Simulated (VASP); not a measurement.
These are PBE GGA, VASP's PBE PAW potentials (set 64) (plane waves; VASP) values and carry that method's errors.

A VASP calculation is set up with these files.

**KPOINTS**
```
Automatic
0
gamma
6 6 1
0 0 0
```

INCAR:
```
SYSTEM  =  Cu16Si
PREC  =  Normal; ENCUT  =  400; LREAL  =  F
LASPH  =  T
EDIFF  =  1E-5; NELM  =  100; NELMIN  =  4
ALGO  =  Normal; LMAXMIX  =  4
ISMEAR  =  1; SIGMA  =  0.1
GGA  =  PE
IBRION  =  2; NSW  =  120; ISIF  =  2
EDIFFG  =  -0.03
LWAVE  =  T; LCHARG  =  F
DIPOL  =  0.5 0.5 0.5
LDIPOL  =  T; IDIPOL  =  3
```

### POSCAR
```
Cu16Si
1.0
  5.1357214723   0.0000000000   0.0000000000
  2.5678602332   4.4476652414   0.0000000000
  0.0000000000   0.0000000000  20.3733409520
Cu Si
16 1
direct
  0.0004217979   0.9997761148   0.3466207269
  0.4998020873   0.9997761148   0.3466207269
  0.0005806867   0.4988386265   0.3465101448
  0.5006108265   0.4987783470   0.3460484927
  0.1664215283   0.1671579434   0.4492285988
  0.6664465122   0.1671079757   0.4488654926
  0.1686532962   0.6653284333   0.4484981537
  0.6660192704   0.6653284333   0.4484981537
  0.8305517345   0.3373250171   0.5522867212
  0.3321222483   0.3373250171   0.5522867212
  0.8356073906   0.8287842188   0.5484467789
  0.3342783457   0.8314423086   0.5506178773
  0.9835786507   0.9970876464   0.6489214040
  0.5193337029   0.9970876464   0.6489214040
  0.0116265561   0.4767468879   0.6625454859
  0.4895612660   0.5208774680   0.6632714061
  0.2443840996   0.0112318008   0.7361667113
```

POTCAR, in this order: Cu Si (PBE.64 set). Program: vasp_std.

The run wrote:

OSZICAR:
```
...
DAV:   1    -0.605637862852E+02    0.10770E+00   -0.55259E+01  2840   0.249E+01    0.713E-01
DAV:   2    -0.606831161487E+02   -0.11933E+00   -0.12548E+00  4272   0.855E+00    0.822E-01
DAV:   3    -0.606824250983E+02    0.69105E-03   -0.12878E-01  3240   0.880E+00    0.580E-01
DAV:   4    -0.606749556375E+02    0.74695E-02   -0.72600E-02  3976   0.527E+00    0.417E-01
DAV:   5    -0.606731431938E+02    0.18124E-02   -0.15554E-02  4416   0.193E+00    0.310E-01
DAV:   6    -0.606713841215E+02    0.17591E-02   -0.83989E-03  4348   0.147E+00    0.147E-01
DAV:   7    -0.606711601999E+02    0.22392E-03   -0.34048E-03  3264   0.130E+00    0.758E-02
DAV:   8    -0.606711548786E+02    0.53213E-05   -0.12373E-03  3488   0.737E-01    0.374E-02
DAV:   9    -0.606711627848E+02   -0.79063E-05   -0.33668E-04  3520   0.312E-01    0.273E-02
DAV:  10    -0.606711523298E+02    0.10455E-04   -0.94897E-05  3208   0.140E-01    0.101E-02
DAV:  11    -0.606711533693E+02   -0.10395E-05   -0.20640E-05  1864   0.989E-02
  24 F= -.60671153E+02 E0= -.60669970E+02  d E =-.921747E-02
       N       E                     dE             d eps       ncg     rms          rms(c)
DAV:   1    -0.606472540395E+02    0.23898E-01   -0.13786E+01  2828   0.121E+01    0.295E-01
DAV:   2    -0.606764414495E+02   -0.29187E-01   -0.30381E-01  4288   0.398E+00    0.406E-01
DAV:   3    -0.606753733517E+02    0.10681E-02   -0.16118E-02  3280   0.298E+00    0.255E-01
DAV:   4    -0.606750216708E+02    0.35168E-03   -0.10382E-02  3912   0.205E+00    0.235E-01
DAV:   5    -0.606742375510E+02    0.78412E-03   -0.51123E-03  5056   0.126E+00    0.175E-01
DAV:   6    -0.606735517001E+02    0.68585E-03   -0.33542E-03  4576   0.741E-01    0.517E-02
DAV:   7    -0.606735800396E+02   -0.28340E-04   -0.76758E-04  3260   0.511E-01    0.321E-02
DAV:   8    -0.606735726054E+02    0.74342E-05   -0.26115E-04  3104   0.285E-01    0.191E-02
DAV:   9    -0.606735704785E+02    0.21269E-05   -0.75182E-05  3128   0.145E-01
  25 F= -.60673570E+02 E0= -.60672399E+02  d E =-.116346E-01
       N       E                     dE             d eps       ncg     rms          rms(c)
DAV:   1    -0.606755826692E+02   -0.20101E-02   -0.11539E+00  2824   0.349E+00    0.916E-02
DAV:   2    -0.606778941067E+02   -0.23114E-02   -0.24534E-02  4272   0.115E+00    0.104E-01
DAV:   3    -0.606779167753E+02   -0.22669E-04   -0.21742E-03  3224   0.103E+00    0.765E-02
DAV:   4    -0.606778635371E+02    0.53238E-04   -0.96529E-04  3800   0.630E-01    0.594E-02
DAV:   5    -0.606778228330E+02    0.40704E-04   -0.37085E-04  3988   0.325E-01    0.450E-02
DAV:   6    -0.606777869281E+02    0.35905E-04   -0.23113E-04  4336   0.241E-01    0.195E-02
DAV:   7    -0.606777884054E+02   -0.14773E-05   -0.69158E-05  3288   0.199E-01
  26 F= -.60677788E+02 E0= -.60676568E+02  d E =-.421793E-02
       N       E                     dE             d eps       ncg     rms          rms(c)
DAV:   1    -0.606751284764E+02    0.26585E-02   -0.25543E+00  2828   0.520E+00    0.140E-01
DAV:   2    -0.606803893314E+02   -0.52609E-02   -0.55760E-02  4272   0.174E+00    0.159E-01
DAV:   3    -0.606804540641E+02   -0.64733E-04   -0.51575E-03  3240   0.159E+00    0.117E-01
DAV:   4    -0.606803202790E+02    0.13379E-03   -0.23563E-03  3800   0.991E-01    0.880E-02
DAV:   5    -0.606802293279E+02    0.90951E-04   -0.88466E-04  4668   0.485E-01    0.663E-02
DAV:   6    -0.606801525128E+02    0.76815E-04   -0.50141E-04  4504   0.365E-01    0.299E-02
DAV:   7    -0.606801571250E+02   -0.46122E-05   -0.16014E-04  3344   0.306E-01    0.211E-02
DAV:   8    -0.606801509542E+02    0.61707E-05   -0.71498E-05  2856   0.194E-01
  27 F= -.60680151E+02 E0= -.60678853E+02  d E =-.658048E-02
       N       E                     dE             d eps       ncg     rms          rms(c)
DAV:   1    -0.606806468117E+02   -0.48969E-03   -0.11291E+00  2840   0.347E+00    0.818E-02
DAV:   2    -0.606828479584E+02   -0.22011E-02   -0.22870E-02  4248   0.102E+00    0.904E-02
DAV:   3    -0.606828409342E+02    0.70242E-05   -0.15806E-03  3256   0.781E-01    0.764E-02
DAV:   4    -0.606827963470E+02    0.44587E-04   -0.77077E-04  3232   0.580E-01    0.586E-02
DAV:   5    -0.606827693966E+02    0.26950E-04   -0.15169E-04  3172   0.251E-01    0.490E-02
DAV:   6    -0.606827352402E+02    0.34156E-04   -0.20718E-04  3868   0.154E-01    0.196E-02
DAV:   7    -0.606827223204E+02    0.12920E-04   -0.12370E-04  2556   0.160E-01    0.135E-02
DAV:   8    -0.606827230939E+02   -0.77343E-06   -0.36405E-05  2180   0.111E-01
  28 F= -.60682723E+02 E0= -.60681404E+02  d E =-.257214E-02
       N       E                     dE             d eps       ncg     rms          rms(c)
DAV:   1    -0.606810357982E+02    0.16865E-02   -0.14460E+00  2840   0.392E+00    0.923E-02
DAV:   2    -0.606838490801E+02   -0.28133E-02   -0.29227E-02  4248   0.114E+00    0.101E-01
DAV:   3    -0.606838412551E+02    0.78249E-05   -0.19311E-03  3272   0.877E-01    0.846E-02
DAV:   4    -0.606837865697E+02    0.54685E-04   -0.99755E-04  3240   0.663E-01    0.660E-02
DAV:   5    -0.606837498865E+02    0.36683E-04   -0.20986E-04  3628   0.295E-01    0.545E-02
DAV:   6    -0.606837074182E+02    0.42468E-04   -0.26223E-04  4208   0.159E-01    0.215E-02
DAV:   7    -0.606836918693E+02    0.15549E-04   -0.12322E-04  2664   0.178E-01    0.143E-02
DAV:   8    -0.606836926560E+02   -0.78665E-06   -0.40765E-05  2180   0.124E-01
  29 F= -.60683693E+02 E0= -.60682345E+02  d E =-.354170E-02
       N       E                     dE             d eps       ncg     rms          rms(c)
DAV:   1    -0.606835679913E+02    0.12388E-03   -0.88168E-01  2948   0.307E+00    0.607E-02
DAV:   2    -0.606850743400E+02   -0.15063E-02   -0.15540E-02  4288   0.793E-01    0.695E-02
DAV:   3    -0.606850532195E+02    0.21121E-04   -0.51818E-04  3144   0.413E-01    0.542E-02
DAV:   4    -0.606850468298E+02    0.63897E-05   -0.30830E-04  3080   0.382E-01    0.486E-02
DAV:   5    -0.606850214394E+02    0.25390E-04   -0.21713E-04  1976   0.321E-01    0.423E-02
DAV:   6    -0.606849850367E+02    0.36403E-04   -0.20067E-04  3468   0.176E-01    0.180E-02
DAV:   7    -0.606849835978E+02    0.14389E-05   -0.88777E-05  2668   0.960E-02
  30 F= -.60684984E+02 E0= -.60683670E+02  d E =-.129094E-02
       N       E                     dE             d eps       ncg     rms          rms(c)
DAV:   1    -0.606813590222E+02    0.36260E-02   -0.28614E+00  2948   0.554E+00    0.113E-01
DAV:   2    -0.606863404803E+02   -0.49815E-02   -0.51652E-02  4296   0.143E+00    0.131E-01
DAV:   3    -0.606862313486E+02    0.10913E-03   -0.16122E-03  3184   0.704E-01    0.989E-02
DAV:   4    -0.606862137061E+02    0.17643E-04   -0.10939E-03  3216   0.709E-01    0.898E-02
DAV:   5    -0.606861174897E+02    0.96216E-04   -0.64881E-04  3584   0.549E-01    0.743E-02
DAV:   6    -0.606860093944E+02    0.10810E-03   -0.49966E-04  5156   0.268E-01    0.288E-02
DAV:   7    -0.606859967283E+02    0.12666E-04   -0.19496E-04  3996   0.130E-01    0.152E-02
DAV:   8    -0.606859941708E+02    0.25575E-05   -0.26851E-05  1836   0.968E-02
  31 F= -.60685994E+02 E0= -.60684734E+02  d E =-.230151E-02
       N       E                     dE             d eps       ncg     rms          rms(c)
DAV:   1    -0.606851371066E+02    0.85962E-03   -0.12365E+00  2956   0.362E+00    0.791E-02
DAV:   2    -0.606872454455E+02   -0.21083E-02   -0.21883E-02  4312   0.108E+00    0.102E-01
DAV:   3    -0.606872163226E+02    0.29123E-04   -0.13320E-03  3096   0.791E-01    0.693E-02
DAV:   4    -0.606871890353E+02    0.27287E-04   -0.59350E-04  3352   0.494E-01    0.606E-02
DAV:   5    -0.606871517850E+02    0.37250E-04   -0.29180E-04  3148   0.330E-01    0.495E-02
DAV:   6    -0.606870946824E+02    0.57103E-04   -0.28618E-04  4380   0.202E-01    0.152E-02
DAV:   7    -0.606870953512E+02   -0.66873E-06   -0.45923E-05  2904   0.133E-01
  32 F= -.60687095E+02 E0= -.60685827E+02  d E =-.110118E-02
```

**OUTCAR**
```
------------------------ aborting loop because EDIFF is reached ----------------------------------------
  FORCE on cell =-STRESS in cart. coord.  units (eV):
  Direction    XX          YY          ZZ          XY          YZ          ZX
  --------------------------------------------------------------------------------------
  Total       -3.2835689     -4.0420053     -1.1381875      0.0000005      0.4397754     -0.0000000
  in kB      -11.3047486    -13.9159115     -3.9185790      0.0000016      1.5140690     -0.0000002
  external PRESSURE =      -9.7130797 kB  Pullay stress =       0.0000000 kB
  volume of cell :      465.37
      direct lattice vectors                 reciprocal lattice vectors
     5.135721472  0.000000000  0.000000000     0.194714609 -0.112418511  0.000000000
     2.567860233  4.447665241  0.000000000     0.000000000  0.224837065  0.000000000
     0.000000000  0.000000000 20.373340952     0.000000000  0.000000000  0.049083751
 POSITION                                       TOTAL-FORCE (eV/Angst)
 -----------------------------------------------------------------------------------
      2.57268      4.43825      7.07491        -0.000276     -0.008662     -0.010539
      5.13090      4.43825      7.07491         0.000276     -0.008662     -0.010539
      1.28393      2.20730      7.07149         0.000000     -0.011875     -0.003859
      3.85179      2.20901      7.03825         0.000000     -0.006686      0.002880
      1.28393      0.72447      9.16662         0.000000     -0.021796      0.015377
      3.85179      0.72637      9.14703        -0.000000      0.000632      0.004173
      2.57544      2.94020      9.13910        -0.006061     -0.011111      0.017410
      5.12815      2.94020      9.13910         0.006061     -0.011111      0.017410
      5.12590      1.44592     11.24755        -0.013043      0.003288     -0.003184
      2.57767      1.44592     11.24755         0.013043      0.003288     -0.003184
      6.41965      3.66189     11.18348         0.000000     -0.021260      0.005273
      3.85179      3.64690     11.23368        -0.000000      0.003678     -0.013509
      2.53502      4.34780     13.28119        -0.020574      0.015286     -0.010542
      5.16856      4.34780     13.28119         0.020574      0.015286     -0.010542
      1.28393      2.18074     13.30447        -0.000000      0.021891     -0.004375
      3.85179      2.14599     13.51072        -0.000000      0.011592     -0.004191
      1.28393      0.62964     15.01049        -0.000000      0.026222      0.011940
 -----------------------------------------------------------------------------------
    total drift:                                0.000055     -0.013364      0.008312
  FREE ENERGIE OF THE ION-ELECTRON SYSTEM (eV)
  ---------------------------------------------------
  free  energy   TOTEN  =       -60.6870953512 eV

  energy  without entropy=      -60.6832917918  energy(sigma->0) =      -60.68582750

 reached required accuracy - stopping structural energy minimisation
```
(Selected blocks of OUTCAR.)

**CONTCAR**
```
Cu16Si
   1.00000000000000
     5.1357214723000002    0.0000000000000000    0.0000000000000000
     2.5678602331999998    4.4476652414000002    0.0000000000000000
     0.0000000000000000    0.0000000000000000   20.3733409519999995
  Cu              Si
    16     1
Direct
     0.0019979025458913    0.9978826840468665    0.3472632758035924
     0.5001194134072424    0.9978826840468665    0.3472632758035924
     0.0018583811391692    0.4962832376216599    0.3470953940083503
     0.5016665837140591    0.4966668325718819    0.3454636631522437
     0.1685562936439769    0.1628884127120437    0.4499319113866056
     0.6683433779581603    0.1633142441836719    0.4489703406295858
     0.1709424925259979    0.6610670390806211    0.4485811293829206
     0.6679914682933773    0.6610670390806211    0.4485811293829206
     0.8355402265292579    0.3250963951847550    0.5520718503685511
     0.3393623781859881    0.3250963951847550    0.5520718503685511
     0.8383350792102734    0.8233288415794624    0.5489269629599536
     0.3400198374411044    0.8199593251177937    0.5513910597503698
     0.0048334546941182    0.9775459727983570    0.6518908578889391
     0.5176205725075173    0.9775459727983570    0.6518908578889391
     0.0048442391095871    0.4903115218808204    0.6530333370811265
     0.5087511593700514    0.4824976812599040    0.6631567848766587
     0.1792171396242193    0.1415657207515543    0.7367713192670899
```

OUTCAR:
```
 val. band max:        0.7238589038   @ k =   0.1667   0.3333   0.0000

 cond. band min:       0.7890179212   @ k =   0.1667   0.0000   0.0000


 Fermi energy:         0.7244988943

 k-point     1 :       0.0000    0.0000    0.0000
  band No.  band energies     occupation
      1      -8.3824      2.00000
      2      -7.6394      2.00000
      3      -6.2344      2.00000
      4      -4.7562      2.00000
      5      -4.2491      2.00000
      6      -4.0901      2.00000
      7      -4.0840      2.00000
      8      -4.0414      2.00000
      9      -3.9594      2.00000
     10      -3.9466      2.00000
     11      -3.9420      2.00000
     12      -3.7612      2.00000
     13      -3.7247      2.00000
     14      -3.7172      2.00000
     15      -3.5414      2.00000
     16      -3.5381      2.00000
     17      -3.4991      2.00000
     18      -3.4789      2.00000
     19      -3.4318      2.00000
     20      -3.4307      2.00000
     21      -3.1589      2.00000
     22      -3.1400      2.00000
     23      -3.1389      2.00000
     24      -2.6766      2.00000
     25      -2.6725      2.00000
     26      -2.5984      2.00000
     27      -2.4382      2.00000
     28      -2.3810      2.00000
     29      -2.3480      2.00000
     30      -2.3476      2.00000
     31      -2.3347      2.00000
     32      -2.3190      2.00000
     33      -2.2983      2.00000
     34      -2.2455      2.00000
     35      -2.2421      2.00000
     36      -2.2101      2.00000
     37      -2.1986      2.00000
     38      -2.1924      2.00000
     39      -2.1547      2.00000
     40      -2.1515      2.00000
     41      -2.1024      2.00000
     42      -2.1014      2.00000
     43      -2.0566      2.00000
     44      -1.9394      2.00000
     45      -1.9393      2.00000
     46      -1.8786      2.00000
     47      -1.8557      2.00000
     48      -1.8209      2.00000
     49      -1.8118      2.00000
     50      -1.7807      2.00000
     51      -1.7714      2.00000
...
```

The cell is a thin slab with vacuum, built from Cu (fcc): (111) face, Si adsorbed.
